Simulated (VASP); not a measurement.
All values below come from PBEsol GGA, VASP's PBE PAW potentials (set 64) (plane waves; VASP).

VASP ran on this input.

**INCAR**
```
LEFG = .True.
ENCUT = 520   # plane-wave cut-off (eV)
LASPH = .True.   # aspherical one-centre terms
LCHARG = .True.
LREAL = .False.   # projection in real space or not
ALGO = Normal   # blocked Davidson
LWAVE = .False.
SYSTEM = Al2O3
NEDOS = 601
EDIFF = 1E-7
ISIF = 2
PREC = Accurate
NELM = 100   # most electronic steps
GGA = PS   # PBEsol
ISMEAR = -5   # tetrahedra, Bloechl
LORBIT = 11
```

### KPOINTS
```
Automatic mesh
0
Gamma
6 6 6
0 0 0
```

POSCAR:
```
Al2O3
1.0
  2.3862301589   1.3776909384   4.3419061190
 -2.3862301589   1.3776909384   4.3419061190
  0.0000000000  -2.7553808904   4.3419061212
Al O
4 6
Cartesian
 -0.0000000000   0.0000001459   1.9266121688
 -0.0000000000   0.0000008405  11.0991061904
 -0.0000000000   0.0000003473   4.5862470108
  0.0000000000   0.0000006391   8.4394713484
  0.9265344699   1.3776911850   7.5983357088
 -0.9265344699  -1.3776901986   5.4273826504
 -1.6563823144   0.1135576503   7.5983357095
  1.6563823144  -0.1135566639   5.4273826497
  0.7298478445  -1.4912471091   7.5983357103
 -0.7298478445   1.4912480955   5.4273826489
```

POTCAR, in this order: Al O (PBE.64 set). Program: vasp_std.

Task: What does the run give for the energy per atom (σ→0), band gap (on the k-mesh)?

Result: 
- energy per atom (σ→0): -7.866 eV/atom
- band gap (on the k-mesh): 6.04 eV

OSZICAR:
```
...
DAV:   9    -0.786639914842E+02   -0.61858E-03   -0.96603E-03  2280   0.613E-01    0.316E-01
DAV:  10    -0.786642836086E+02   -0.29212E-03   -0.41912E-04  2268   0.144E-01    0.563E-02
DAV:  11    -0.786642507230E+02    0.32886E-04   -0.25678E-04  2280   0.945E-02    0.257E-02
DAV:  12    -0.786642512629E+02   -0.53990E-06   -0.13969E-05  2274   0.244E-02    0.428E-03
DAV:  13    -0.786642508712E+02    0.39162E-06   -0.22588E-06  2292   0.880E-03    0.124E-03
DAV:  14    -0.786642507652E+02    0.10603E-06   -0.56696E-08  1500   0.174E-03    0.688E-04
DAV:  15    -0.786642507990E+02   -0.33743E-07   -0.18336E-08  1440   0.916E-04
   1 F= -.78664251E+02 E0= -.78664251E+02  d E =0.000000E+00
```

The structure comes from a computed database's Al2O3 entry (R-3c); how it stands against other phases isn't given here. It was relaxed first.
